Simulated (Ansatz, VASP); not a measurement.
# Ge (Germanium) in two plane-wave programs, part 2 of 3

Aim: how closely do two programs agree when they are given the same cell, functional and k mesh? The cell is taken from a series of runs on this material, whose earlier steps may have relaxed, scaled, displaced or heated it; both programs get it as it stands.

VASP 6.6.1 and Ansatz 0.2.0.

So far: The structure; Ansatz: zone-centre phonons, PBEsol.

## (3) VASP: zone-centre phonons, PBEsol

Level of this step: PBEsol; plane waves and PAW (Ge_d) (VASP).

The same cell, functional, mesh and smearing now go to VASP, with its own data sets.

Lines of VASP's logs that name or quote its potential files are left out, and so is its time.

INCAR reads:

```
SYSTEM = Ge
PREC = Accurate
ENCUT = 500
EDIFF = 1E-08
NELM = 120
ISMEAR = 0
SIGMA = 0.015
LREAL = .FALSE.
ALGO = Normal
GGA = PS
NBANDS = 20
LORBIT = 11
LWAVE = .FALSE.
LCHARG = .FALSE.
ISIF = 2
ISYM = 2
IBRION = 8
LASPH = .TRUE.
GGA_COMPAT = .FALSE.
KPAR = 2
```

POSCAR reads:

```
Ge
1.0
    0.0000000000      2.8229701810      2.8945276421
    2.8229701810      0.0000000000      2.8945276421
    2.8229701810      2.8229701810      0.0000000000
Ge
2
Direct
    0.4999614051      0.4999614051      0.4999851621
    0.7500385949      0.7500385949      0.7500148379
```

KPOINTS reads:

```
Points of the shifted mesh
1728
Reciprocal
 0.0416666667  0.0416666667  0.0416666667 1
 0.0416666667  0.0416666667  0.1250000000 1
 0.0416666667  0.0416666667  0.2083333333 1
 0.0416666667  0.0416666667  0.2916666667 1
 0.0416666667  0.0416666667  0.3750000000 1
 0.0416666667  0.0416666667  0.4583333333 1
 0.0416666667  0.0416666667  0.5416666667 1
 0.0416666667  0.0416666667  0.6250000000 1
 0.0416666667  0.0416666667  0.7083333333 1
 0.0416666667  0.0416666667  0.7916666667 1
 0.0416666667  0.0416666667  0.8750000000 1
 0.0416666667  0.0416666667  0.9583333333 1
 0.0416666667  0.1250000000  0.0416666667 1
 0.0416666667  0.1250000000  0.1250000000 1
 0.0416666667  0.1250000000  0.2083333333 1
 0.0416666667  0.1250000000  0.2916666667 1
 0.0416666667  0.1250000000  0.3750000000 1
 0.0416666667  0.1250000000  0.4583333333 1
 0.0416666667  0.1250000000  0.5416666667 1
 0.0416666667  0.1250000000  0.6250000000 1
 0.0416666667  0.1250000000  0.7083333333 1
 0.0416666667  0.1250000000  0.7916666667 1
 0.0416666667  0.1250000000  0.8750000000 1
 0.0416666667  0.1250000000  0.9583333333 1
 0.0416666667  0.2083333333  0.0416666667 1
 0.0416666667  0.2083333333  0.1250000000 1
 0.0416666667  0.2083333333  0.2083333333 1
 0.0416666667  0.2083333333  0.2916666667 1
 0.0416666667  0.2083333333  0.3750000000 1
 0.0416666667  0.2083333333  0.4583333333 1
 0.0416666667  0.2083333333  0.5416666667 1
 0.0416666667  0.2083333333  0.6250000000 1
 0.0416666667  0.2083333333  0.7083333333 1
 0.0416666667  0.2083333333  0.7916666667 1
 0.0416666667  0.2083333333  0.8750000000 1
 0.0416666667  0.2083333333  0.9583333333 1
 0.0416666667  0.2916666667  0.0416666667 1
 0.0416666667  0.2916666667  0.1250000000 1
 0.0416666667  0.2916666667  0.2083333333 1
 0.0416666667  0.2916666667  0.2916666667 1
 0.0416666667  0.2916666667  0.3750000000 1
 0.0416666667  0.2916666667  0.4583333333 1
 0.0416666667  0.2916666667  0.5416666667 1
 0.0416666667  0.2916666667  0.6250000000 1
 0.0416666667  0.2916666667  0.7083333333 1
 0.0416666667  0.2916666667  0.7916666667 1
 0.0416666667  0.2916666667  0.8750000000 1
 0.0416666667  0.2916666667  0.9583333333 1
 0.0416666667  0.3750000000  0.0416666667 1
 0.0416666667  0.3750000000  0.1250000000 1
 0.0416666667  0.3750000000  0.2083333333 1
 0.0416666667  0.3750000000  0.2916666667 1
 0.0416666667  0.3750000000  0.3750000000 1
 0.0416666667  0.3750000000  0.4583333333 1
 0.0416666667  0.3750000000  0.5416666667 1
 0.0416666667  0.3750000000  0.6250000000 1
 0.0416666667  0.3750000000  0.7083333333 1
 0.0416666667  0.3750000000  0.7916666667 1
 0.0416666667  0.3750000000  0.8750000000 1
 0.0416666667  0.3750000000  0.9583333333 1
 0.0416666667  0.4583333333  0.0416666667 1
 0.0416666667  0.4583333333  0.1250000000 1
 0.0416666667  0.4583333333  0.2083333333 1
 0.0416666667  0.4583333333  0.2916666667 1
 0.0416666667  0.4583333333  0.3750000000 1
 0.0416666667  0.4583333333  0.4583333333 1
 0.0416666667  0.4583333333  0.5416666667 1
 0.0416666667  0.4583333333  0.6250000000 1
 0.0416666667  0.4583333333  0.7083333333 1
 0.0416666667  0.4583333333  0.7916666667 1
 0.0416666667  0.4583333333  0.8750000000 1
 0.0416666667  0.4583333333  0.9583333333 1
 0.0416666667  0.5416666667  0.0416666667 1
 0.0416666667  0.5416666667  0.1250000000 1
 0.0416666667  0.5416666667  0.2083333333 1
 0.0416666667  0.5416666667  0.2916666667 1
 0.0416666667  0.5416666667  0.3750000000 1
 0.0416666667  0.5416666667  0.4583333333 1
 0.0416666667  0.5416666667  0.5416666667 1
 0.0416666667  0.5416666667  0.6250000000 1
 0.0416666667  0.5416666667  0.7083333333 1
 0.0416666667  0.5416666667  0.7916666667 1
 0.0416666667  0.5416666667  0.8750000000 1
 0.0416666667  0.5416666667  0.9583333333 1
 0.0416666667  0.6250000000  0.0416666667 1
 0.0416666667  0.6250000000  0.1250000000 1
 0.0416666667  0.6250000000  0.2083333333 1
 0.0416666667  0.6250000000  0.2916666667 1
 0.0416666667  0.6250000000  0.3750000000 1
 0.0416666667  0.6250000000  0.4583333333 1
 0.0416666667  0.6250000000  0.5416666667 1
 0.0416666667  0.6250000000  0.6250000000 1
 0.0416666667  0.6250000000  0.7083333333 1
 0.0416666667  0.6250000000  0.7916666667 1
 0.0416666667  0.6250000000  0.8750000000 1
 0.0416666667  0.6250000000  0.9583333333 1
 0.0416666667  0.7083333333  0.0416666667 1
 0.0416666667  0.7083333333  0.1250000000 1
 0.0416666667  0.7083333333  0.2083333333 1
 0.0416666667  0.7083333333  0.2916666667 1
 0.0416666667  0.7083333333  0.3750000000 1
 0.0416666667  0.7083333333  0.4583333333 1
 0.0416666667  0.7083333333  0.5416666667 1
 0.0416666667  0.7083333333  0.6250000000 1
 0.0416666667  0.7083333333  0.7083333333 1
 0.0416666667  0.7083333333  0.7916666667 1
 0.0416666667  0.7083333333  0.8750000000 1
 0.0416666667  0.7083333333  0.9583333333 1
 0.0416666667  0.7916666667  0.0416666667 1
 0.0416666667  0.7916666667  0.1250000000 1
 0.0416666667  0.7916666667  0.2083333333 1
 0.0416666667  0.7916666667  0.2916666667 1
[... 1390 lines left out ...]
 0.8750000000  0.4583333333  0.1250000000 1
 0.8750000000  0.4583333333  0.2083333333 1
 0.8750000000  0.4583333333  0.2916666667 1
 0.8750000000  0.4583333333  0.3750000000 1
 0.8750000000  0.4583333333  0.4583333333 1
 0.8750000000  0.4583333333  0.5416666667 1
 0.8750000000  0.4583333333  0.6250000000 1
 0.8750000000  0.4583333333  0.7083333333 1
 0.8750000000  0.4583333333  0.7916666667 1
 0.8750000000  0.4583333333  0.8750000000 1
 0.8750000000  0.4583333333  0.9583333333 1
 0.8750000000  0.5416666667  0.0416666667 1
 0.8750000000  0.5416666667  0.1250000000 1
 0.8750000000  0.5416666667  0.2083333333 1
 0.8750000000  0.5416666667  0.2916666667 1
 0.8750000000  0.5416666667  0.3750000000 1
 0.8750000000  0.5416666667  0.4583333333 1
 0.8750000000  0.5416666667  0.5416666667 1
 0.8750000000  0.5416666667  0.6250000000 1
 0.8750000000  0.5416666667  0.7083333333 1
 0.8750000000  0.5416666667  0.7916666667 1
 0.8750000000  0.5416666667  0.8750000000 1
 0.8750000000  0.5416666667  0.9583333333 1
 0.8750000000  0.6250000000  0.0416666667 1
 0.8750000000  0.6250000000  0.1250000000 1
 0.8750000000  0.6250000000  0.2083333333 1
 0.8750000000  0.6250000000  0.2916666667 1
 0.8750000000  0.6250000000  0.3750000000 1
 0.8750000000  0.6250000000  0.4583333333 1
 0.8750000000  0.6250000000  0.5416666667 1
 0.8750000000  0.6250000000  0.6250000000 1
 0.8750000000  0.6250000000  0.7083333333 1
 0.8750000000  0.6250000000  0.7916666667 1
 0.8750000000  0.6250000000  0.8750000000 1
 0.8750000000  0.6250000000  0.9583333333 1
 0.8750000000  0.7083333333  0.0416666667 1
 0.8750000000  0.7083333333  0.1250000000 1
 0.8750000000  0.7083333333  0.2083333333 1
 0.8750000000  0.7083333333  0.2916666667 1
 0.8750000000  0.7083333333  0.3750000000 1
 0.8750000000  0.7083333333  0.4583333333 1
 0.8750000000  0.7083333333  0.5416666667 1
 0.8750000000  0.7083333333  0.6250000000 1
 0.8750000000  0.7083333333  0.7083333333 1
 0.8750000000  0.7083333333  0.7916666667 1
 0.8750000000  0.7083333333  0.8750000000 1
 0.8750000000  0.7083333333  0.9583333333 1
 0.8750000000  0.7916666667  0.0416666667 1
 0.8750000000  0.7916666667  0.1250000000 1
 0.8750000000  0.7916666667  0.2083333333 1
 0.8750000000  0.7916666667  0.2916666667 1
 0.8750000000  0.7916666667  0.3750000000 1
 0.8750000000  0.7916666667  0.4583333333 1
 0.8750000000  0.7916666667  0.5416666667 1
 0.8750000000  0.7916666667  0.6250000000 1
 0.8750000000  0.7916666667  0.7083333333 1
 0.8750000000  0.7916666667  0.7916666667 1
 0.8750000000  0.7916666667  0.8750000000 1
 0.8750000000  0.7916666667  0.9583333333 1
 0.8750000000  0.8750000000  0.0416666667 1
 0.8750000000  0.8750000000  0.1250000000 1
 0.8750000000  0.8750000000  0.2083333333 1
 0.8750000000  0.8750000000  0.2916666667 1
 0.8750000000  0.8750000000  0.3750000000 1
 0.8750000000  0.8750000000  0.4583333333 1
 0.8750000000  0.8750000000  0.5416666667 1
 0.8750000000  0.8750000000  0.6250000000 1
 0.8750000000  0.8750000000  0.7083333333 1
 0.8750000000  0.8750000000  0.7916666667 1
 0.8750000000  0.8750000000  0.8750000000 1
 0.8750000000  0.8750000000  0.9583333333 1
 0.8750000000  0.9583333333  0.0416666667 1
 0.8750000000  0.9583333333  0.1250000000 1
 0.8750000000  0.9583333333  0.2083333333 1
 0.8750000000  0.9583333333  0.2916666667 1
 0.8750000000  0.9583333333  0.3750000000 1
 0.8750000000  0.9583333333  0.4583333333 1
 0.8750000000  0.9583333333  0.5416666667 1
 0.8750000000  0.9583333333  0.6250000000 1
 0.8750000000  0.9583333333  0.7083333333 1
 0.8750000000  0.9583333333  0.7916666667 1
 0.8750000000  0.9583333333  0.8750000000 1
 0.8750000000  0.9583333333  0.9583333333 1
 0.9583333333  0.0416666667  0.0416666667 1
 0.9583333333  0.0416666667  0.1250000000 1
 0.9583333333  0.0416666667  0.2083333333 1
 0.9583333333  0.0416666667  0.2916666667 1
 0.9583333333  0.0416666667  0.3750000000 1
 0.9583333333  0.0416666667  0.4583333333 1
 0.9583333333  0.0416666667  0.5416666667 1
 0.9583333333  0.0416666667  0.6250000000 1
 0.9583333333  0.0416666667  0.7083333333 1
 0.9583333333  0.0416666667  0.7916666667 1
 0.9583333333  0.0416666667  0.8750000000 1
 0.9583333333  0.0416666667  0.9583333333 1
 0.9583333333  0.1250000000  0.0416666667 1
 0.9583333333  0.1250000000  0.1250000000 1
 0.9583333333  0.1250000000  0.2083333333 1
 0.9583333333  0.1250000000  0.2916666667 1
 0.9583333333  0.1250000000  0.3750000000 1
 0.9583333333  0.1250000000  0.4583333333 1
 0.9583333333  0.1250000000  0.5416666667 1
 0.9583333333  0.1250000000  0.6250000000 1
 0.9583333333  0.1250000000  0.7083333333 1
 0.9583333333  0.1250000000  0.7916666667 1
 0.9583333333  0.1250000000  0.8750000000 1
 0.9583333333  0.1250000000  0.9583333333 1
 0.9583333333  0.2083333333  0.0416666667 1
 0.9583333333  0.2083333333  0.1250000000 1
 0.9583333333  0.2083333333  0.2083333333 1
 0.9583333333  0.2083333333  0.2916666667 1
 0.9583333333  0.2083333333  0.3750000000 1
 0.9583333333  0.2083333333  0.4583333333 1
 0.9583333333  0.2083333333  0.5416666667 1
 0.9583333333  0.2083333333  0.6250000000 1
 0.9583333333  0.2083333333  0.7083333333 1
 0.9583333333  0.2083333333  0.7916666667 1
 0.9583333333  0.2083333333  0.8750000000 1
 0.9583333333  0.2083333333  0.9583333333 1
 0.9583333333  0.2916666667  0.0416666667 1
 0.9583333333  0.2916666667  0.1250000000 1
 0.9583333333  0.2916666667  0.2083333333 1
 0.9583333333  0.2916666667  0.2916666667 1
 0.9583333333  0.2916666667  0.3750000000 1
 0.9583333333  0.2916666667  0.4583333333 1
 0.9583333333  0.2916666667  0.5416666667 1
 0.9583333333  0.2916666667  0.6250000000 1
 0.9583333333  0.2916666667  0.7083333333 1
 0.9583333333  0.2916666667  0.7916666667 1
 0.9583333333  0.2916666667  0.8750000000 1
 0.9583333333  0.2916666667  0.9583333333 1
 0.9583333333  0.3750000000  0.0416666667 1
 0.9583333333  0.3750000000  0.1250000000 1
 0.9583333333  0.3750000000  0.2083333333 1
 0.9583333333  0.3750000000  0.2916666667 1
 0.9583333333  0.3750000000  0.3750000000 1
 0.9583333333  0.3750000000  0.4583333333 1
 0.9583333333  0.3750000000  0.5416666667 1
 0.9583333333  0.3750000000  0.6250000000 1
 0.9583333333  0.3750000000  0.7083333333 1
 0.9583333333  0.3750000000  0.7916666667 1
 0.9583333333  0.3750000000  0.8750000000 1
 0.9583333333  0.3750000000  0.9583333333 1
 0.9583333333  0.4583333333  0.0416666667 1
 0.9583333333  0.4583333333  0.1250000000 1
 0.9583333333  0.4583333333  0.2083333333 1
 0.9583333333  0.4583333333  0.2916666667 1
 0.9583333333  0.4583333333  0.3750000000 1
 0.9583333333  0.4583333333  0.4583333333 1
 0.9583333333  0.4583333333  0.5416666667 1
 0.9583333333  0.4583333333  0.6250000000 1
 0.9583333333  0.4583333333  0.7083333333 1
 0.9583333333  0.4583333333  0.7916666667 1
 0.9583333333  0.4583333333  0.8750000000 1
 0.9583333333  0.4583333333  0.9583333333 1
 0.9583333333  0.5416666667  0.0416666667 1
 0.9583333333  0.5416666667  0.1250000000 1
 0.9583333333  0.5416666667  0.2083333333 1
 0.9583333333  0.5416666667  0.2916666667 1
 0.9583333333  0.5416666667  0.3750000000 1
 0.9583333333  0.5416666667  0.4583333333 1
 0.9583333333  0.5416666667  0.5416666667 1
 0.9583333333  0.5416666667  0.6250000000 1
 0.9583333333  0.5416666667  0.7083333333 1
 0.9583333333  0.5416666667  0.7916666667 1
 0.9583333333  0.5416666667  0.8750000000 1
 0.9583333333  0.5416666667  0.9583333333 1
 0.9583333333  0.6250000000  0.0416666667 1
 0.9583333333  0.6250000000  0.1250000000 1
 0.9583333333  0.6250000000  0.2083333333 1
 0.9583333333  0.6250000000  0.2916666667 1
 0.9583333333  0.6250000000  0.3750000000 1
 0.9583333333  0.6250000000  0.4583333333 1
 0.9583333333  0.6250000000  0.5416666667 1
 0.9583333333  0.6250000000  0.6250000000 1
 0.9583333333  0.6250000000  0.7083333333 1
 0.9583333333  0.6250000000  0.7916666667 1
 0.9583333333  0.6250000000  0.8750000000 1
 0.9583333333  0.6250000000  0.9583333333 1
 0.9583333333  0.7083333333  0.0416666667 1
 0.9583333333  0.7083333333  0.1250000000 1
 0.9583333333  0.7083333333  0.2083333333 1
 0.9583333333  0.7083333333  0.2916666667 1
 0.9583333333  0.7083333333  0.3750000000 1
 0.9583333333  0.7083333333  0.4583333333 1
 0.9583333333  0.7083333333  0.5416666667 1
 0.9583333333  0.7083333333  0.6250000000 1
 0.9583333333  0.7083333333  0.7083333333 1
 0.9583333333  0.7083333333  0.7916666667 1
 0.9583333333  0.7083333333  0.8750000000 1
 0.9583333333  0.7083333333  0.9583333333 1
 0.9583333333  0.7916666667  0.0416666667 1
 0.9583333333  0.7916666667  0.1250000000 1
 0.9583333333  0.7916666667  0.2083333333 1
 0.9583333333  0.7916666667  0.2916666667 1
 0.9583333333  0.7916666667  0.3750000000 1
 0.9583333333  0.7916666667  0.4583333333 1
 0.9583333333  0.7916666667  0.5416666667 1
 0.9583333333  0.7916666667  0.6250000000 1
 0.9583333333  0.7916666667  0.7083333333 1
 0.9583333333  0.7916666667  0.7916666667 1
 0.9583333333  0.7916666667  0.8750000000 1
 0.9583333333  0.7916666667  0.9583333333 1
 0.9583333333  0.8750000000  0.0416666667 1
 0.9583333333  0.8750000000  0.1250000000 1
 0.9583333333  0.8750000000  0.2083333333 1
 0.9583333333  0.8750000000  0.2916666667 1
 0.9583333333  0.8750000000  0.3750000000 1
 0.9583333333  0.8750000000  0.4583333333 1
 0.9583333333  0.8750000000  0.5416666667 1
 0.9583333333  0.8750000000  0.6250000000 1
 0.9583333333  0.8750000000  0.7083333333 1
 0.9583333333  0.8750000000  0.7916666667 1
 0.9583333333  0.8750000000  0.8750000000 1
 0.9583333333  0.8750000000  0.9583333333 1
 0.9583333333  0.9583333333  0.0416666667 1
 0.9583333333  0.9583333333  0.1250000000 1
 0.9583333333  0.9583333333  0.2083333333 1
 0.9583333333  0.9583333333  0.2916666667 1
 0.9583333333  0.9583333333  0.3750000000 1
 0.9583333333  0.9583333333  0.4583333333 1
 0.9583333333  0.9583333333  0.5416666667 1
 0.9583333333  0.9583333333  0.6250000000 1
 0.9583333333  0.9583333333  0.7083333333 1
 0.9583333333  0.9583333333  0.7916666667 1
 0.9583333333  0.9583333333  0.8750000000 1
 0.9583333333  0.9583333333  0.9583333333 1
```

The projector-augmented-wave data sets are Ge_d (PBE family, release 64).

On the command line:

```
> mpirun -np 2 vasp_std
```

The program printed:

```text
[banner, memory and clock lines left out]
running    2 mpi-ranks, on    1 nodes
 distrk:  each k-point on    1 cores,    2 groups
 distr:  one band on    1 cores,    1 groups

 POSCAR found type information on POSCAR Ge
 POSCAR found :  1 types and       2 ions
|                                                                             |
|               ----> ADVICE to this user running VASP <----                  |
|                                                                             |
|     You enforced a specific xc type in the INCAR file but a different       |
|     [... a line on the potential file left out ...]
|     I HOPE YOU KNOW WHAT YOU ARE DOING!                                     |
|                                                                             |

 LDA part: xc-table for (Slater+PW92), standard interpolation
 POSCAR, INCAR and KPOINTS ok, starting setup
 FFT: planning ... GRIDC
 FFT: planning ... GRID_SOFT
 FFT: planning ... GRID
 WAVECAR not read
 entering main loop
       N       E                     dE             d eps       ncg     rms          rms(c)
DAV:   1     0.183367485452E+03    0.18337E+03   -0.14651E+04 74424   0.372E+03
DAV:   2     0.158841063737E+02   -0.16748E+03   -0.16307E+03 69260   0.589E+02
DAV:   3    -0.918776198362E+01   -0.25072E+02   -0.24900E+02 77860   0.145E+02
DAV:   4    -0.999970603295E+01   -0.81194E+00   -0.81138E+00 78044   0.307E+01
DAV:   5    -0.100132529051E+02   -0.13547E-01   -0.13546E-01 77408   0.434E+00    0.317E+00
DAV:   6    -0.991534223461E+01    0.97911E-01   -0.35876E-02 91960   0.240E+00    0.181E+00
DAV:   7    -0.986839871851E+01    0.46944E-01   -0.58210E-02 73028   0.252E+00    0.155E-01
DAV:   8    -0.986937392401E+01   -0.97521E-03   -0.67932E-03 78288   0.120E+00    0.511E-02
DAV:   9    -0.986947982252E+01   -0.10590E-03   -0.24065E-04 78012   0.220E-01    0.113E-02
DAV:  10    -0.986949545408E+01   -0.15632E-04   -0.21530E-05 89460   0.395E-02    0.536E-03
DAV:  11    -0.986949654533E+01   -0.10913E-05   -0.50175E-06 92924   0.361E-02    0.142E-03
DAV:  12    -0.986949613226E+01    0.41307E-06   -0.91650E-07 91844   0.190E-02    0.271E-04
DAV:  13    -0.986949610813E+01    0.24133E-07   -0.18713E-08 65528   0.142E-03    0.121E-04
DAV:  14    -0.986949608946E+01    0.18669E-07   -0.40811E-09 46212   0.122E-03    0.285E-05
DAV:  15    -0.986949609087E+01   -0.14134E-08   -0.72804E-10 39624   0.408E-04
   1 F= -.98694961E+01 E0= -.98694953E+01  d E =-.161194E-05
 Linear response reoptimize wavefunctions to high precision
DAV:   1    -0.986949609299E+01   -0.21228E-08   -0.22753E-10 41792   0.222E-04
DAV:   2    -0.986949609300E+01   -0.27285E-11   -0.69865E-11 38120   0.109E-04
 Linear response DOF=           2
 Linear response progress:
  Degree of freedom:   1/  2
       N       E                     dE             d eps       ncg     rms          rms(c)
RMM:   1    -0.186696405470E+00   -0.18670E+00    0.83424E+00 84582   0.448E+01
RMM:   2    -0.193838956453E+00   -0.71426E-02   -0.12904E-02111799   0.107E+00    0.716E-02
RMM:   3    -0.193840320290E+00   -0.13638E-05   -0.90896E-04118311   0.312E-01    0.414E-02
RMM:   4    -0.193724206021E+00    0.11611E-03   -0.61978E-05126640   0.804E-02    0.475E-03
RMM:   5    -0.193725427223E+00   -0.12212E-05   -0.37522E-06121788   0.177E-02    0.236E-03
RMM:   6    -0.193732633768E+00   -0.72065E-05   -0.22424E-07124176   0.501E-03    0.320E-04
RMM:   7    -0.193731719431E+00    0.91434E-06   -0.34276E-08127352   0.156E-03    0.199E-04
RMM:   8    -0.193730800627E+00    0.91880E-06   -0.44140E-09129632   0.553E-04    0.427E-05
RMM:   9    -0.193730695220E+00    0.10541E-06   -0.52950E-09129679   0.230E-04    0.192E-05
RMM:  10    -0.193730850168E+00   -0.15495E-06   -0.75498E-09130158   0.100E-04    0.547E-06
RMM:  11    -0.193730871237E+00   -0.21070E-07   -0.13919E-08129724   0.518E-05    0.293E-06
RMM:  12    -0.193730893933E+00   -0.22695E-07   -0.15662E-08129397   0.307E-05    0.193E-06
RMM:  13    -0.193730910561E+00   -0.16628E-07   -0.38028E-09118776   0.216E-05    0.523E-07
RMM:  14    -0.193730915754E+00   -0.51930E-08   -0.25510E-09103982   0.172E-05    0.403E-08
 first order change of Fermi-energy   0.75059E+00
 force on displaced ion       1 direction 1 : -10.844   0.012  -0.025
 Linear response progress:
  Degree of freedom:   2/  2
       N       E                     dE             d eps       ncg     rms          rms(c)
RMM:   1    -0.186953816135E+00   -0.18695E+00    0.81803E+00 84706   0.444E+01
RMM:   2    -0.194089718584E+00   -0.71359E-02   -0.12761E-02111655   0.106E+00    0.734E-02
RMM:   3    -0.194093945314E+00   -0.42267E-05   -0.91688E-04118420   0.312E-01    0.423E-02
RMM:   4    -0.193982325629E+00    0.11162E-03   -0.61385E-05126677   0.804E-02    0.465E-03
RMM:   5    -0.193983124064E+00   -0.79844E-06   -0.36953E-06121967   0.177E-02    0.236E-03
RMM:   6    -0.193989707587E+00   -0.65835E-05   -0.21527E-07123299   0.495E-03    0.298E-04
RMM:   7    -0.193988660169E+00    0.10474E-05   -0.41189E-08127462   0.159E-03    0.190E-04
RMM:   8    -0.193987590981E+00    0.10692E-05   -0.26930E-09128536   0.566E-04    0.425E-05
RMM:   9    -0.193987506489E+00    0.84491E-07   -0.38304E-09129865   0.237E-04    0.203E-05
RMM:  10    -0.193987680069E+00   -0.17358E-06   -0.64246E-09130012   0.102E-04    0.578E-06
RMM:  11    -0.193987699572E+00   -0.19504E-07   -0.15105E-08129087   0.519E-05    0.318E-06
RMM:  12    -0.193987724327E+00   -0.24755E-07   -0.15337E-08129537   0.300E-05    0.190E-06
RMM:  13    -0.193987739731E+00   -0.15404E-07   -0.14118E-09117001   0.205E-05    0.579E-07
RMM:  14    -0.193987744588E+00   -0.48563E-08   -0.27971E-09103224   0.159E-05    0.117E-07
 first order change of Fermi-energy   0.30149E+01
 force on displaced ion       1 direction 3 :  -0.029  -0.029 -10.939
 Linear response finished
```

(Continued in part 3 of 3.)

[Lines on the potential files, build, host, timing and source positions are cut from VASP's logs without a mark.]

[Logs are printed without paths, hosts, clocks, repeated set-up lines and the standing remarks that a program may print on its own settings, such as how far it seeks lower states.]

[Hosts, paths, dates, database ids (printed as entryN), source tags and the programs' standing remarks are cut or masked in the printed files.]
